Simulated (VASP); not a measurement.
An input for Ansatz (written as the equivalent of a VASP run, and not itself run):

Ansatz 0.2 input:
```yaml
crystal:
  lattice:
    - [1.9100000, -3.3082170, 0.0000000]
    - [1.9100000, 3.3082170, 0.0000000]
    - [0.0000000, 0.0000000, 6.2600000]
  atoms:
    - { symbol: Zn, position: [0.6666670, 0.3333330, 0.5000000] }
    - { symbol: Zn, position: [0.3333330, 0.6666670, 0.0000000] }
    - { symbol: S, position: [0.6666670, 0.3333330, 0.8750000] }
    - { symbol: S, position: [0.3333330, 0.6666670, 0.3750000] }
kpoints:
  mp_grid: { grid: [6, 6, 3] }
hamiltonian:
  xc: pbe
  pseudopotentials: { kind: paw }
scf:
  occupations: { method: gaussian, width: 0.05 }
  max_iter: 100
output: { forces: true, stress: true, eigenvalues: true }
```

Task: Translate this input to VASP (INCAR, KPOINTS, POSCAR, choice of POTCAR).

Result: This is not unique; one that fits is 
POSCAR:
```
ZnS
1
    1.9100000000    -3.3082170000     0.0000000000
    1.9100000000     3.3082170000     0.0000000000
    0.0000000000     0.0000000000     6.2600000000
Zn S
2 2
Direct
  0.6666670000   0.3333330000   0.5000000000
  0.3333330000   0.6666670000   0.0000000000
  0.6666670000   0.3333330000   0.8750000000
  0.3333330000   0.6666670000   0.3750000000
```

**KPOINTS**
```
Automatic
0
gamma
  6 6 3
```

**INCAR**
```
# general
SYSTEM   =  ZnS
PREC     =  Accurate
ENCUT    =  400   # plane-wave cut-off (eV)
LREAL    =  .False.
LASPH    =  .True.

# electronic loop
EDIFF    =  1E-6   # SCF stop (eV)
NELM     =  100   # most electronic steps
ALGO     =  Normal   # blocked Davidson
LMAXMIX  =  4   # l cut-off of mixed one-centre charges

# smearing
ISMEAR   =  0
SIGMA    =  0.05   # width (eV)

# functional
GGA      =  PE

# ions
ISIF     =  2   # forces and stress, cell fixed

# output
LWAVE    =  .False.
LCHARG   =  .False.
```

POTCAR, in this order: Zn S (PBE.64 set). Program: vasp_std.

The two are equivalent in intent, not identical: each code has its own PAW files, so the cut-off isn't converted (ENCUT is set for VASP's; basis.ecutwfc is left out, and Ansatz then takes the one that its files recommend); Ansatz stops its SCF on the density residual and VASP on the energy change (EDIFF).

The compound is ZnS in the wurtzite structure, the high-temperature form. The cell was not relaxed at this level.
